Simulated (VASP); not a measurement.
Here is the system:

```
NbSi2
1.0
    4.78755     0.00000     0.00000
   -2.39377     4.14614     0.00000
    0.00000     0.00000     6.58473
Nb Si
3 6
Direct
  0.50000   0.50000   0.66667
  0.00000   0.50000   0.33333
  0.50000   0.00000   0.00000
  0.68238   0.84119   0.33333
  0.84119   0.68238   0.00000
  0.15881   0.84119   0.66667
  0.31762   0.15881   0.33333
  0.15881   0.31762   0.00000
  0.84119   0.15881   0.66667
```

Computed with r2SCAN meta-GGA, VASP's PBE PAW potentials (set 64) (plane waves; VASP 6.6.1). Numerical set-up: 400 eV cut-off, 8×8×5 Γ-centred mesh, tetrahedra with Blöchl corrections, potentials Nb_sv Si.

The cores are frozen, which limits the accuracy of field gradients.

**Question.** Give the principal components of the electric field gradient (V/Å²) and the asymmetry η at each nucleus.

**Answer.** 
| atom | Vxx | Vyy | Vzz | η |
|---|---|---|---|---|
| Nb1 | 22.8 | 0.6 | -23.3 | 0.95 |
| Nb2 | 22.8 | 0.6 | -23.3 | 0.95 |
| Nb3 | 22.8 | 0.6 | -23.3 | 0.95 |
| Si4 | 20.2 | 6.6 | -26.8 | 0.51 |
| Si5 | 20.2 | 6.6 | -26.8 | 0.51 |
| Si6 | 20.2 | 6.6 | -26.8 | 0.51 |
| Si7 | 20.2 | 6.6 | -26.8 | 0.51 |
| Si8 | 20.2 | 6.6 | -26.8 | 0.51 |
| Si9 | 20.2 | 6.6 | -26.8 | 0.51 |

The structure comes from a computed database's NbSi2 entry (P6_422); how it stands against other phases isn't given here. It was relaxed first.
